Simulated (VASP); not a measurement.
Level of theory: PBE GGA, VASP's PBE PAW potentials (set 64) (plane waves; VASP).

A VASP calculation is set up with these files.

POSCAR:
```
Sb
1
    4.0364890000    -2.1981000000     0.0000000000
    4.0364890000     2.1981000000     0.0000000000
    2.8394960000     0.0000000000     3.6141590000
Sb
2
Direct
  0.2335000000   0.2335000000   0.2335000000
  0.7665000000   0.7665000000   0.7665000000
```

### INCAR
```
! general
SYSTEM  = Sb
PREC    = Accurate
ENCUT   = 400   ! plane-wave cut-off (eV)
LREAL   = .FALSE.   ! projection in real space or not
LASPH   = .TRUE.   ! aspherical one-centre terms
NBANDS  = 18

! electronic loop
EDIFF   = 1E-6
NELM    = 100
ALGO    = Normal   ! blocked Davidson
LMAXMIX = 4

! smearing
ISMEAR  = 1
SIGMA   = 0.1

! functional
GGA     = PE   ! PBE

! ions
ISIF    = 2   ! forces and stress, cell fixed

! output
LWAVE   = .FALSE.
LCHARG  = .FALSE.
```

File KPOINTS:
```
Automatic mesh
0
Gamma
9 9 9
0 0 0
```

POTCAR, in this order: Sb (PBE.64 set). Program: vasp_std.

What VASP printed:

**OSZICAR**
```
       N       E                     dE             d eps       ncg     rms          rms(c)
DAV:   1     0.247276584955E+02    0.24728E+02   -0.28701E+03  3060   0.351E+02
DAV:   2    -0.688937186629E+01   -0.31617E+02   -0.30311E+02  4002   0.724E+01
DAV:   3    -0.826756467871E+01   -0.13782E+01   -0.13727E+01  3686   0.155E+01
DAV:   4    -0.827891463111E+01   -0.11350E-01   -0.11348E-01  3818   0.172E+00
DAV:   5    -0.827906093738E+01   -0.14631E-03   -0.14630E-03  3732   0.200E-01    0.276E+00
DAV:   6    -0.827964138565E+01   -0.58045E-03   -0.20632E-03  3718   0.211E-01    0.165E+00
DAV:   7    -0.827989044828E+01   -0.24906E-03   -0.52085E-03  3406   0.325E-01    0.878E-02
DAV:   8    -0.828001982633E+01   -0.12938E-03   -0.15564E-04  3810   0.530E-02    0.238E-02
DAV:   9    -0.828004918554E+01   -0.29359E-04   -0.36357E-05  3288   0.249E-02    0.446E-03
DAV:  10    -0.828004979180E+01   -0.60625E-06   -0.28170E-06  3898   0.694E-03
   1 F= -.82800498E+01 E0= -.82801547E+01  d E =0.314740E-03
```

OUTCAR:
```
------------------------ aborting loop because EDIFF is reached ----------------------------------------
  FORCE on cell =-STRESS in cart. coord.  units (eV):
  Direction    XX          YY          ZZ          XY          YZ          ZX
  --------------------------------------------------------------------------------------
  Total       -0.1839663     -0.2300252     -0.2249730      0.0000000      0.0000000      0.0152546
  in kB       -4.5957934     -5.7464219     -5.6202107      0.0000000      0.0000000      0.3810848
  external PRESSURE =      -5.3208087 kB  Pullay stress =       0.0000000 kB
  volume of cell :       64.13
      direct lattice vectors                 reciprocal lattice vectors
     4.036489000 -2.198100000  0.000000000     0.123870027 -0.227469178 -0.097319583
     4.036489000  2.198100000  0.000000000     0.123870027  0.227469178 -0.097319583
     2.839496000  0.000000000  3.614159000     0.000000000  0.000000000  0.276689542
 POSITION                                       TOTAL-FORCE (eV/Angst)
 -----------------------------------------------------------------------------------
      2.54806      0.00000      0.84391        -0.076826      0.000000     -0.025444
      8.36441      0.00000      2.77025         0.076826      0.000000      0.025444
 -----------------------------------------------------------------------------------
    total drift:                               -0.000000      0.000000     -0.000000
  FREE ENERGIE OF THE ION-ELECTRON SYSTEM (eV)
  ---------------------------------------------------
  free  energy   TOTEN  =        -8.2800497918 eV

  energy  without entropy=       -8.2803645321  energy(sigma->0) =       -8.28015471
```
(Selected blocks of OUTCAR.)

The compound is Sb in the a7 structure. The cell was not relaxed at this level. The run is one of a series of settings (NBANDS = 18 against the base run), some of them coarse on purpose.
